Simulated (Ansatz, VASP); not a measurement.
SnPbO2 in VASP and in Ansatz

```xyz
4
Lattice="3.9477 0.0000 0.0000 0.0000 3.9477 0.0000 0.0000 0.0000 5.1112" Properties=species:S:1:pos:R:3 pbc="T T T"
Sn    0.0000    0.0000    1.1065
Pb    1.9739    1.9739    3.8546
O     0.0000    1.9739    0.0495
O     1.9739    0.0000    0.0495
```

Alike in both runs: functional PBE; k mesh 4 × 4 × 3; occupations gaussian, width 0.15 eV; no spin polarisation.

Ansatz relaxed the structure, and its values are those at the end. VASP's run is a single point on that final structure, the one shown.

|  | VASP | Ansatz |
| --- | --- | --- |
| version | VASP 6.6.1 | Ansatz 0.2.0 |
| potentials or method | VASP PAW PBE potentials, release 64 (Sn_d, Pb_d, O) | scalar-relativistic, plane waves, PAW |
| plane-wave cutoff (eV) | 520 | 420 |
| valence electrons in the cell | 40 | 40 |

```tsv
	VASP	Ansatz	Ansatz less VASP
gap on the k mesh at the Fermi level (eV)	0.96	0.95	-0.009
least direct gap on the mesh (eV)	2.04	2.05	+0.015
pressure (GPa)	0.2	0.1	-0.11
rms of the force components (eV/Å)	0.004	0.027	+0.0235
```

Caveats: spin-orbit coupling is left out, which as a rule narrows the gap of such compounds by several tenths of an eV; an odd mesh through Γ misses points on the zone boundary, where band edges often lie. A hybrid or GW would open this gap; PBE tends to underestimate it.
